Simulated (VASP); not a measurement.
An input for Quantum ESPRESSO's pw.x (written as the equivalent of a VASP run, and not itself run):

```
&CONTROL
  calculation = 'relax'
  pseudo_dir = './pseudo'
  outdir = './out'
  tprnfor = .true.
  tstress = .true.
  nstep = 30
  forc_conv_thr = 3.9e-05
/
&SYSTEM
  ibrav = 0
  nat = 6
  ntyp = 2
  ecutwfc = 96
  occupations = 'smearing'
  smearing = 'methfessel-paxton'
  degauss = 0.00735
  input_dft = 'pz'
/
&ELECTRONS
  conv_thr = 7.3e-10
  electron_maxstep = 100
/
&IONS
/
ATOMIC_SPECIES
  Co 58.933 Co.upf
  Sn 118.710 Sn.upf
CELL_PARAMETERS angstrom
     2.5865530   -4.4800412    0.0000000
     2.5865530    4.4800412    0.0000000
     0.0000000    0.0000000    4.1242550
ATOMIC_POSITIONS crystal
  Co   0.5000000  0.0000000  0.0000000
  Co   0.5000000  0.5000000  0.0000000
  Co   0.0000000  0.5000000  0.0000000
  Sn   0.0000000  0.0000000  0.0000000
  Sn   0.3333330  0.6666670  0.5000000
  Sn   0.6666670  0.3333330  0.5000000
K_POINTS automatic
  6 6 7 0 0 0
```

Problem. Translate this input to VASP (INCAR, KPOINTS, POSCAR, choice of POTCAR).

Solution. Several could match; the one computed here: 
### KPOINTS
```
Automatic mesh
0
Gamma
6 6 7
0 0 0
```

### INCAR
```
ALGO  =  Normal
EDIFF  =  1E-8
EDIFFG  =  -0.001
ENCUT  =  400
IBRION  =  1
ISIF  =  2
ISMEAR  =  1
LASPH  =  .TRUE.
LCHARG  =  .FALSE.
LMAXMIX  =  4
LREAL  =  .FALSE.
LWAVE  =  .FALSE.
NELM  =  100
NSW  =  30
PREC  =  Accurate
SIGMA  =  0.1
SYSTEM  =  CoSn
```

POSCAR:
```
CoSn
1.0
  2.5865530397  -4.4800411811   0.0000000000
  2.5865530397   4.4800411811   0.0000000000
  0.0000000000   0.0000000000   4.1242550493
Co Sn
3 3
Direct
  0.5000000000   0.0000000000   0.0000000000
  0.5000000000   0.5000000000   0.0000000000
  0.0000000000   0.5000000000   0.0000000000
  0.0000000000   0.0000000000   0.0000000000
  0.3333330000   0.6666670000   0.5000000000
  0.6666670000   0.3333330000   0.5000000000
```

POTCAR, in this order: Co Sn_d (LDA.64 set). Program: vasp_std.

What does not carry over: the potentials are each code's own (VASP's PAW set, PseudoDojo norm-conserving files in pw.x), so ENCUT and ecutwfc are chosen apart and not converted; conv_thr bounds pw.x's estimated SCF error, while EDIFF bounds the energy change between steps; forc_conv_thr acts on force components and is met together with etot_conv_thr.

The compound is CoSn in the sg191 structure. It was relaxed first, which changed the volume by -7 %. The start is the result of an earlier pass.
